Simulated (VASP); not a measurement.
Calculation: PBEsol GGA, VASP's PBE PAW potentials (set 64) (plane waves; VASP).

VASP ran on this input.

**KPOINTS**
```
Regular mesh
0
G
  6 6 6
```

**INCAR**
```
! general
SYSTEM=Na2S
PREC  =Accurate
ENCUT =400
LREAL =.FALSE.
LASPH =.TRUE.

! electronic loop
EDIFF =1E-6
NELM  =100
ALGO  =Normal

! smearing
ISMEAR=0
SIGMA =0.05

! functional
GGA   =PS

! ions
IBRION=2
NSW   =60
ISIF  =3
EDIFFG=-0.01

! output
LWAVE =.FALSE.
LCHARG=.FALSE.
```

**POSCAR**
```
Na2S
1
    0.0000000000     3.2461743378     3.2461743378
    3.2461743378    -0.0000000000     3.2461743378
    3.2461743378     3.2461743378     0.0000000000
Na S
2 1
Direct
  0.2500000000   0.2500000000   0.2500000000
  0.7500000000   0.7500000000   0.7500000000
  0.0000000000   0.0000000000   0.0000000000
```

POTCAR, in this order: Na_pv S (PBE.64 set). Program: vasp_std.

Problem. What will the output report for the number of irreducible k-points (NKPTS), number of bands (NBANDS), largest plane-wave count, number of space-group operations, FFT grid (NGX, NGY, NGZ)?

Solution. 
| Item | Value |
|---|---|
| number of irreducible k-points (NKPTS) | 16 |
| number of bands (NBANDS) | 14 |
| largest plane-wave count | 1260 |
| number of space-group operations | 48 |
| FFT grid (NGX, NGY, NGZ) | 30 × 30 × 30 |

The compound is Na2S in the antifluorite structure. It was relaxed first. The start is the result of an earlier pass.
